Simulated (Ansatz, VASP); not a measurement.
# Cross-check of InP between VASP and Ansatz

Wanted: the spread between two codes on one cell, functional and k mesh. The cell is taken from a series of runs on this material, whose earlier steps may have relaxed, scaled, displaced or heated it; both programs get it as it stands.

Calculated with Ansatz 0.2.0; plane waves, with VASP 6.6.1 beside it; zone-centre phonons at LDA.

### 1. The starting structure

Symmetry: F-43m, No. 216, cubic system. The conventional cell has a = 5.827 Å, b = 5.827 Å, c = 5.827 Å, α = 90.00°, β = 90.00°, γ = 90.00°. Nearest to P lie 4 In at 2.52 Å. Nearest to In lie 4 P at 2.52 Å. Farther neighbours are not listed.

### 2. Ansatz: zone-centre phonons, LDA

Ansatz runs on its PAW soft_1 files.

Second derivatives magnify differences that forces hide, and they need a tight electronic threshold.

The input, input.yaml:

```yaml
crystal:
  lattice:
    - [0.0, 2.913490597, 2.913490597]
    - [2.913490597, 0.0, 2.913490597]
    - [2.913490597, 2.913490597, 0.0]
  atoms:
    - { symbol: P, position: [0.75, 0.75, 0.75] }
    - { symbol: In, position: [0.0, 0.0, 0.0] }
total_charge: -0.074193
kpoints:
  mp_grid: { grid: [30, 30, 30] }
hamiltonian:
  xc: lda
  pseudopotentials: { kind: paw, azcp: { folder: soft_1 }, xc_functional: pbe }
scf:
  occupations: { method: fermi_dirac, width: 0.03 }
output:
  eigenvalues: true
phonons:
  method: dfpt
```

Command:

```sh
$ ansatz run input.yaml --threads 8 --pin off --max-ram 16384MiB --backend cpu --events-out ev --progress --plain --runs-dir out
```

Numbers of over 12 decimals in the logs are rounded to 6 here.

The log of the run:

```text
zone centre: on kpoints.mp_grid the ground state, and the responses unless they are solved on pairs of k-points, stand on 1992 of the mesh's 27000 k-points, reduced under 8 symmetry operations, with k and −k counted as one. Each operation leaves every solved displacement unchanged or reverses it
Engine: ansatz 0.2.0, aarch64-unknown-linux-gnu
Pseudopotentials: kind: paw
Pseudopotential: P, paw, valence charge 5, recommended cutoff 420 eV (normal), soft_1/P.paw.azcp
Pseudopotential: In, paw, valence charge 13, recommended cutoff 420 eV (normal), soft_1/In.paw.azcp
Functional definition: SPW92
  exchange = slater_x
  correlation = pw_c
Crystal: 2 atoms, lattice volume = 49.462 Å³
Basis set: ecut = 420 eV, 941 PW (Γ), exchange–correlation on 60×60×60 points (8 copies of the dense FFT grid, shifted against one another)
Bands: 14, of which v1, the nominal top of the filled ones, is band 9 counted from 1 (8 counted from 0)
Symmetry: 24 space group operations
k-points: 1992 of 27000 (irreducible under 8 space group operations, time reversal used)
Non-local potential: P, projectors of the file, l = 0: 2, l = 1: 2, l = 2: 1
Non-local potential: In, projectors of the file, l = 0: 2, l = 1: 2, l = 2: 2, l = 3: 1
PAW form: soft (Blöchl's): semilocal exchange-correlation on the pseudo side does not see the compensation charge
PAW frozen core: P, regenerated for the run's functional, and the local potential with it (the file was generated under x = pbe(κ = 0.804, μ = 0.219515), c = pbe(β = 0.066725))
PAW frozen core: In, regenerated for the run's functional, and the local potential with it (the file was generated under x = pbe(κ = 0.804, μ = 0.219515), c = pbe(β = 0.066725))
PAW one-centre angular grid: P, 110 points (default); XC on 64 Gauss nodes
PAW one-centre angular grid: In, 590 points (default); XC on 64 Gauss nodes
Initial density: superposition of atomic densities (chi_scale 0.1, normalization cell, long waves kept (reshape's long-wave potential 0.00 eV rms))
Initial wavefunctions: pseudopotential atomic-orbital guess
Functional: x = slater, c = lda
SCF iter   1: F=—  HF=-6183.272964 eV  |F-HF|=—  |Δ(HF+E_count)|=         —  Δρ=3.41e-2  dr2=9.09e-1  ethr=3.10e-3  ⟨swp⟩=6.4  Hψ=187845  notcnv=0
preconditioner: auto → Kerker (q_TF=auto, 2.307 Å⁻¹)  [metal: Δε(μ)=0.001 eV  Ē_g=14.972 eV  σ=0.030 eV  W_gap=0.01  n_scr=14 (ndim 8)  ℏωp=22.4 eV  f_vac=0.000  D(μ)=0.39/eV (n_scr^D=0)]
SCF iter   2: F=—  HF=-6183.035507 eV  |F-HF|=—  |Δ(HF+E_count)|=   2.37e-1  Δρ=1.94e-2  dr2=2.47e-1  ethr=3.10e-3  ⟨swp⟩=2.4  Hψ=57552  notcnv=0  defer=1076
SCF iter   3: F=—  HF=-6182.975595 eV  |F-HF|=—  |Δ(HF+E_count)|=   5.99e-2  Δρ=4.78e-3  dr2=1.58e-2  ethr=1.36e-3  ⟨swp⟩=2.5  Hψ=41093  notcnv=0  defer=1076
SCF iter   4: F=—  HF=-6182.973440 eV  |F-HF|=—  |Δ(HF+E_count)|=   2.16e-3  Δρ=1.33e-3  dr2=1.63e-3  ethr=8.72e-5  ⟨swp⟩=2.7  Hψ=46854  notcnv=0  defer=1076
SCF iter   5: F=—  HF=-6182.973525 eV  |F-HF|=—  |Δ(HF+E_count)|=   8.55e-5  Δρ=4.24e-4  dr2=1.25e-4  ethr=9.00e-6  ⟨swp⟩=2.1  Hψ=44265  notcnv=0  defer=1076
SCF iter   6: F=—  HF=-6182.973544 eV  |F-HF|=—  |Δ(HF+E_count)|=   1.89e-5  Δρ=5.40e-5  dr2=1.11e-6  ethr=6.90e-7  ⟨swp⟩=2.4  Hψ=35297  notcnv=0  defer=1076
SCF iter   7: F=—  HF=-6182.973544 eV  |F-HF|=—  |Δ(HF+E_count)|=   2.03e-7  Δρ=7.84e-6  dr2=3.04e-8  ethr=6.15e-9  ⟨swp⟩=3.0  Hψ=46341  notcnv=0  defer=1076
SCF iter   8: F=—  HF=-6182.973544 eV  |F-HF|=—  |Δ(HF+E_count)|=   1.25e-8  Δρ=1.95e-6  dr2=3.44e-9  ethr=1.68e-10  ⟨swp⟩=2.0  Hψ=32354  notcnv=0  defer=1076
SCF iter   9: F=—  HF=-6182.973544 eV  |F-HF|=—  |Δ(HF+E_count)|=  9.63e-10  Δρ=6.69e-7  dr2=4.59e-10  ethr=1.90e-11  ⟨swp⟩=2.1  Hψ=33967  notcnv=0  defer=1076
SCF iter  10: F=-6182.973544 eV  HF=-6182.973544 eV  |F-HF|=4.55e-12  |Δ(HF+E_count)|=  4.55e-11  Δρ=9.76e-8  dr2=5.60e-12  ethr=1.00e-12  ⟨swp⟩=9.8  Hψ=178825  notcnv=0
SCF 1 converged in 10 iterations: F = -6182.973544 eV  dr2 = 5.60e-12
  greatest PAW one-centre occupation: 0.982 electrons in one spin orbital (limit 2), on the In atom at site 1 (counted from 0), in its partial waves of l = 2
DFPT response loops at Γ: preconditioner auto → Kerker (q_TF=auto, 2.307 Å⁻¹) (partly filled bands, converged f_vac=0.004); β = 1.00, the filter's whole step (`scf.mixing.beta` (0.50) is not read by the response loops under this deck's `scf.mixing.preconditioner`; to damp them name `kerker` or `kerker_dos`, under which they read `scf.mixing.beta`, and type it under 1.00, their step now; both keys bind the ground state too); Broyden in place of MSR1
SCF converged after 10 iterations
Free energy (F): -6182.973544 eV
Harris-Foulkes:  -6182.973544 eV  (|F-HF|=4.55e-12)
Internal energy: -6182.972256 eV  (E = F + TS)
E sigma→0 (E₀):  -6182.972900 eV
Entropy (-TS):   -0.001288 eV (-0.644 meV/atom)
Fermi energy:    8.656417 eV
--- Per-component energies (eV) ---
  E_band       = -52.501454
  E_kinetic    = 290.128277
  E_local      = -1325.250329  (includes V_loc(G=0)·N_el)
  E_nonlocal   = 364.258323
  E_hartree    = 529.420326
  E_xc         = -214.982692
  E_vxc        = -152.832911  (∫ρ·V_xc dr)
  E_paw        = -4599.113164  (= ΣΔE_a)
  E_vpaw       = -287.645592  (= ΣTr[D̂ρ^β])
  E_aug_tail   = 0.000084  (compensation charges beyond the density's cutoff)
  E_ewald      = -1227.834968
  E_core_change = 0.401886  (= ΣΔE_core)
  E_smearing   = -0.001288  (= −TS)
  E_closure    = 0.000000  (closes the sum)
  E_deformation_potential = -0.988832  (in the stress; not in F)
  Σ components = -6182.973544   (vs F -6182.973544, Δ=0.00e0)
--- Band table (eV; the first three rows and the last of 1992) ---
  k-point 0: bands = [... 5 lower, -4.6876, 6.9967, 6.9967, 6.9967, 7.5618, 10.9367, 10.9367, 10.9367, ... 1 higher]
  k-point 1: bands = [... 5 lower, -4.6742, 6.7310, 6.9809, 6.9809, 7.7855, 10.9368, 10.9602, 10.9602, ... 1 higher]
  k-point 2: bands = [... 5 lower, -4.6342, 6.2727, 6.9352, 6.9352, 8.1133, 10.9495, 11.0280, 11.0280, ... 1 higher]
  k-point 1991: bands = [... 5 lower, -2.0896, 1.1880, 3.9105, 3.9330, 11.0722, 11.2757, 12.5108, 13.0645, ... 1 higher]
--- Phonons (Γ-DFPT): 2 representative perturbations + reference, on 1992 of 27000 k-points (Σ response iterations 6) ---
  k mesh reduced under 8 symmetry operations, with k and −k counted as one. Each operation leaves every solved displacement unchanged or reverses it
  ASR residual: 2.111e-5 → 0.000e0 eV/Å²; symmetrization residual: 2.320e-6 eV/Å²
  ASR residual per site (eV/Å²): 2.11e-5 1.85e-5
  Γ frequencies (cm⁻¹): 0.00 0.00 0.00 298.30 298.30 298.30
  non-analytic LO–TO correction: not included (Born effective charges unavailable; polar crystals: no LO–TO splitting at Γ)
```

The column dr2 measures how far the density is from self-consistency, as an energy; F and HF (Harris–Foulkes) agree once it is small.

### 3. VASP: zone-centre phonons, LDA

The same cell, functional (in two slightly different forms), mesh and smearing now go to VASP, with its own data sets.

Lines of VASP's logs that name or quote its potential files are left out, and so is its time.

The input, INCAR:

```
SYSTEM = InP
PREC = Accurate
ENCUT = 500
EDIFF = 1E-08
NELM = 120
ISMEAR = -1
SIGMA = 0.03
LREAL = .FALSE.
ALGO = Normal
GGA = CA
NELECT = 18.074193
NBANDS = 15
LORBIT = 11
LWAVE = .FALSE.
LCHARG = .FALSE.
ISIF = 2
IBRION = 8
LASPH = .TRUE.
GGA_COMPAT = .FALSE.
KPAR = 2
```

The input, POSCAR:

```
InP
1.0
    0.0000000000      2.9134905970      2.9134905970
    2.9134905970      0.0000000000      2.9134905970
    2.9134905970      2.9134905970      0.0000000000
P In
1 1
Direct
    0.7500000000      0.7500000000      0.7500000000
    0.0000000000      0.0000000000      0.0000000000
```

The input, KPOINTS:

```
Automatic mesh
0
Gamma
30 30 30
0 0 0
```

PAW data sets: P and In_d (LDA family, release 64).

Command:

```sh
$ mpirun -np 2 vasp_std
```

The log of the run:

```text
[banner, memory and clock lines left out]
running    2 mpi-ranks, on    1 nodes
 distrk:  each k-point on    1 cores,    2 groups
 distr:  one band on    1 cores,    1 groups

 POSCAR found type information on POSCAR P In
 POSCAR found :  2 types and       2 ions
 LDA part: xc-table for (Slater(with rela. corr.)+CA(PZ))
 , standard interpolation
 POSCAR, INCAR and KPOINTS ok, starting setup
 FFT: planning ... GRIDC
 FFT: planning ... GRID_SOFT
 FFT: planning ... GRID
 WAVECAR not read
 entering main loop
       N       E                     dE             d eps       ncg     rms          rms(c)
DAV:   1     0.112190837290E+03    0.11219E+03   -0.83576E+03 22724   0.132E+03
DAV:   2    -0.186786185796E+01   -0.11406E+03   -0.10967E+03 24555   0.308E+02
DAV:   3    -0.942867320930E+01   -0.75608E+01   -0.75107E+01 29259   0.800E+01
DAV:   4    -0.963067468410E+01   -0.20200E+00   -0.20189E+00 28497   0.141E+01
DAV:   5    -0.964042113333E+01   -0.97464E-02   -0.97462E-02 34104   0.270E+00BRMIX: very serious problems
 the old and the new charge density differ
 old charge density:    18.00000 new   18.07419
BRMIX: very serious problems
 the old and the new charge density differ
 old charge density:    18.00000 new   18.07419
    0.611E+00
DAV:   6    -0.922360055260E+01    0.41682E+00   -0.64973E-01 36347   0.134E+01    0.367E+00
DAV:   7    -0.918117803171E+01    0.42423E-01   -0.15778E-01 32018   0.334E+00    0.123E+00
DAV:   8    -0.917569697319E+01    0.54811E-02   -0.13764E-02 30778   0.141E+00    0.405E-01
DAV:   9    -0.917542255760E+01    0.27442E-03   -0.10299E-03 31171   0.377E-01    0.187E-01
DAV:  10    -0.917545033632E+01   -0.27779E-04   -0.16648E-04 35820   0.178E-01    0.109E-01
DAV:  11    -0.917545204123E+01   -0.17049E-05   -0.34271E-05 35744   0.916E-02    0.593E-02
DAV:  12    -0.917545013832E+01    0.19029E-05   -0.46686E-06 29224   0.186E-02    0.102E-02
DAV:  13    -0.917545013156E+01    0.67550E-08   -0.35954E-07 28412   0.337E-03    0.847E-03
DAV:  14    -0.917545011292E+01    0.18641E-07   -0.30870E-08 29301   0.282E-03    0.206E-03
DAV:  15    -0.917545010639E+01    0.65290E-08   -0.21044E-08 26138   0.139E-03
   1 F= -.91754501E+01 E0= -.91747975E+01  d E =-.130531E-02
 Linear response reoptimize wavefunctions to high precision
DAV:   1    -0.917545010652E+01   -0.12687E-09   -0.12406E-09 23276   0.229E-04
DAV:   2    -0.917545010653E+01   -0.70486E-11   -0.60165E-11 16649   0.604E-05
 Linear response DOF=           2
 Linear response progress:
  Degree of freedom:   1/  2
       N       E                     dE             d eps       ncg     rms          rms(c)
RMM:   1    -0.505614678160E-01   -0.50561E-01    0.33176E-02238754   0.185E+00
RMM:   2    -0.483364350058E-01    0.22250E-02   -0.40149E-04182076   0.662E-01    0.151E-01
RMM:   3    -0.489472570158E-01   -0.61082E-03   -0.15563E-03207240   0.280E-01    0.578E-02
RMM:   4    -0.492177358010E-01   -0.27048E-03   -0.19294E-04210653   0.105E-01    0.178E-02
RMM:   5    -0.492425286375E-01   -0.24793E-04   -0.19790E-05222549   0.333E-02    0.111E-02
RMM:   6    -0.492322624772E-01    0.10266E-04   -0.42469E-06217330   0.116E-02    0.393E-03
RMM:   7    -0.492332769087E-01   -0.10144E-05   -0.37964E-07217791   0.412E-03    0.189E-03
RMM:   8    -0.492361800769E-01   -0.29032E-05   -0.23536E-09225330   0.161E-03    0.458E-04
RMM:   9    -0.492361549913E-01    0.25086E-07    0.12664E-06242551   0.530E-04    0.238E-04
RMM:  10    -0.492362115259E-01   -0.56535E-07    0.22346E-07226544   0.218E-04    0.610E-05
RMM:  11    -0.492363009148E-01   -0.89389E-07    0.27682E-08235919   0.947E-05    0.403E-05
RMM:  12    -0.492363006557E-01    0.25913E-09   -0.15746E-08231271   0.388E-05    0.176E-05
 first order change of Fermi-energy   0.36657E-04
 force on displaced ion       1 direction 1 :  -7.941  -0.000  -0.000
 Linear response progress:
  Degree of freedom:   2/  2
       N       E                     dE             d eps       ncg     rms          rms(c)
RMM:   1    -0.234497247567E+00   -0.23450E+00   -0.60447E-02151098   0.513E+00
RMM:   2    -0.237127841949E+00   -0.26306E-02   -0.15059E-02190719   0.110E+00    0.904E-02
RMM:   3    -0.237159822236E+00   -0.31980E-04   -0.17530E-03209781   0.342E-01    0.471E-02
RMM:   4    -0.237017276530E+00    0.14255E-03   -0.17643E-04214702   0.118E-01    0.241E-02
RMM:   5    -0.237002269505E+00    0.15007E-04   -0.26723E-05221066   0.427E-02    0.808E-03
RMM:   6    -0.237011879681E+00   -0.96102E-05   -0.10737E-05224669   0.152E-02    0.222E-03
RMM:   7    -0.237022336103E+00   -0.10456E-04   -0.67848E-06223968   0.466E-03    0.708E-04
RMM:   8    -0.237019918470E+00    0.24176E-05   -0.30667E-06223975   0.198E-03    0.383E-04
RMM:   9    -0.237017774294E+00    0.21442E-05   -0.10325E-06222910   0.929E-04    0.152E-04
RMM:  10    -0.237018551949E+00   -0.77765E-06   -0.29704E-07217652   0.465E-04    0.129E-04
RMM:  11    -0.237018495557E+00    0.56392E-07   -0.12432E-07237374   0.232E-04    0.945E-05
RMM:  12    -0.237018539319E+00   -0.43761E-07   -0.33851E-08233692   0.132E-04    0.853E-05
RMM:  13    -0.237018538025E+00    0.12936E-08   -0.96827E-09223179   0.828E-05    0.206E-05
 first order change of Fermi-energy   0.60652E-05
 force on displaced ion       2 direction 1 :  -7.973   0.000   0.000
 Linear response finished
```

Parts of OUTCAR (step 3):

```text
NELECT = 18.074193

 ion  position               nearest neighbor table
   1  0.750  0.750  0.750-   2 2.52   2 2.52   2 2.52   2 2.52
   2  0.000  0.000  0.000-   1 2.52   1 2.52   1 2.52   1 2.52

  LATTYP: Found a face centered cubic cell.
 ALAT       =     5.8269811940

 Subroutine GETGRP returns: Found 24 space group operations
 (whereof 24 operations were pure point group operations)

The static configuration has the point symmetry T_d .

 Found    752 irreducible k-points:

   k-points           NKPTS =    752   k-points in BZ     NKDIM =    752   number of bands    NBANDS=     15

   dimension x,y,z NGX =    30 NGY =   30 NGZ =   30
   dimension x,y,z NGXF=    60 NGYF=   60 NGZF=   60

   ENCUT  =  500.0 eV  36.75 Ry    6.06 a.u.   7.51  7.51  7.51*2*pi/ulx,y,z

 k-points in reciprocal lattice and weights: Automatic mesh
   0.00000000  0.00000000  0.00000000       0.000
   0.03333333  0.00000000  0.00000000       0.000
   0.06666667  0.00000000  0.00000000       0.000
   0.10000000  0.00000000  0.00000000       0.000
   0.13333333  0.00000000  0.00000000       0.000
   0.16666667  0.00000000  0.00000000       0.000
   0.20000000  0.00000000  0.00000000       0.000
   0.23333333  0.00000000  0.00000000       0.000
   0.26666667  0.00000000  0.00000000       0.000
[...]
-0.26666667  0.46666667  0.23333333       0.001
  -0.26666667  0.50000000  0.23333333       0.000

 average (electrostatic) potential at core
       1 -83.7955       2 -95.0494

  Total        1.0107794      1.0107794      1.0107794     -0.0000000     -0.0000000      0.0000000
  in kB       32.7413153     32.7413153     32.7413153     -0.0000000     -0.0000000      0.0000000
  external PRESSURE =      32.7413153 kB  Pullay stress =       0.0000000 kB

  energy-cutoff  :      500.00
  volume of cell :       49.46
      direct lattice vectors                 reciprocal lattice vectors
     0.000000000  2.913490597  2.913490597    -0.171615450  0.171615450  0.171615450
     2.913490597  0.000000000  2.913490597     0.171615450 -0.171615450  0.171615450
     2.913490597  2.913490597  0.000000000     0.171615450  0.171615450 -0.171615450

 POSITION                                       TOTAL-FORCE (eV/Angst)
 -----------------------------------------------------------------------------------
      4.37024      4.37024      4.37024        -0.000000     -0.000000     -0.000000
      0.00000      0.00000      0.00000         0.000000      0.000000      0.000000
 -----------------------------------------------------------------------------------
    total drift:                                0.000000      0.000000      0.000000

 Eigenvectors and eigenvalues of the dynamical matrix
 ----------------------------------------------------

   1 f  =    8.923480 THz    56.067881 2PiTHz  297.655268 cm-1    36.904533 meV
             X         Y         Z           dx          dy          dz
      4.370236  4.370236  4.370236     0.887059   -0.000000    0.000000
      0.000000  0.000000  0.000000    -0.461656    0.000000    0.000000

   2 f  =    8.923480 THz    56.067881 2PiTHz  297.655268 cm-1    36.904533 meV
             X         Y         Z           dx          dy          dz
      4.370236  4.370236  4.370236     0.000000    0.000000    0.887059
      0.000000  0.000000  0.000000     0.000000    0.000000   -0.461656

   3 f  =    8.923480 THz    56.067881 2PiTHz  297.655268 cm-1    36.904533 meV
             X         Y         Z           dx          dy          dz
      4.370236  4.370236  4.370236    -0.000000   -0.887059    0.000000
      0.000000  0.000000  0.000000    -0.000000    0.461656    0.000000

   4 f/i=    0.007372 THz     0.046318 2PiTHz    0.245893 cm-1     0.030487 meV
             X         Y         Z           dx          dy          dz
      4.370236  4.370236  4.370236     0.306364    0.345351    0.000000
      0.000000  0.000000  0.000000     0.588670    0.663582    0.000000

   5 f/i=    0.007372 THz     0.046318 2PiTHz    0.245893 cm-1     0.030487 meV
             X         Y         Z           dx          dy          dz
      4.370236  4.370236  4.370236     0.345351   -0.306364    0.000000
      0.000000  0.000000  0.000000     0.663582   -0.588670    0.000000

   6 f/i=    0.007372 THz     0.046318 2PiTHz    0.245893 cm-1     0.030487 meV
             X         Y         Z           dx          dy          dz
      4.370236  4.370236  4.370236     0.000000    0.000000   -0.461656
      0.000000  0.000000  0.000000     0.000000    0.000000   -0.887059

 ELASTIC MODULI CONTR FROM IONIC RELAXATION (kBar)
 Direction    XX          YY          ZZ          XY          YZ          ZX
 --------------------------------------------------------------------------------
 XX          -0.0000      0.0000      0.0000      0.0000     -0.0000      0.0000
 YY           0.0000     -0.0000      0.0000      0.0000      0.0000     -0.0000
 ZZ           0.0000      0.0000     -0.0000     -0.0000      0.0000      0.0000
 XY           0.0000      0.0000     -0.0000   -330.0431      0.0000      0.0000
 YZ          -0.0000      0.0000      0.0000      0.0000   -330.0431      0.0000
 ZX           0.0000     -0.0000      0.0000      0.0000      0.0000   -330.0431
 --------------------------------------------------------------------------------
```

The cell is charged against a uniform background.

### 4. Comparison

Known differences besides the potentials themselves: the two LDA forms differ slightly; the cutoff is 420 eV in Ansatz and 500 eV in VASP; VASP's log shows a relativistic correction to its local exchange, Ansatz's none. Total energies have different zeros and are not compared.

The two programs side by side:

| quantity | Ansatz | VASP | difference |
| --- | --- | --- | --- |
| optical mode 1 to 3 (cm⁻¹) | 298.3 | 297.7 | +0.22 % |

Modes are paired by rising frequency, not by their patterns, so a pair may set unlike modes beside each other; they are those without the splitting of longitudinal modes. The cell carries a charge of -0.074193 e against a uniform background, so its pressure also hangs on how the neutralising background is counted, and in a defect's cell a gap may be the spacing between its levels.

### 5. Summary of results

```json
{"r.m.s. difference of the optical zone-centre modes, each program's sorted by frequency (zone-centre phonons, LDA)": "0.64 cm⁻¹"}
```

In words: The r.m.s. difference of the optical zone-centre modes, each program's sorted by frequency is 0.64 cm⁻¹ (zone-centre phonons, LDA). How closely two codes agree says nothing of how well the functional describes the real material.

[Lines on the potential files, build, host, timing and source positions are cut from VASP's logs without a mark.]

[Logs are printed without paths, hosts, clocks, repeated set-up lines and the standing remarks that a program may print on its own settings, such as how far it seeks lower states.]

[Hosts, paths, dates, database ids (printed as entryN), source tags and the programs' standing remarks are cut or masked in the printed files.]
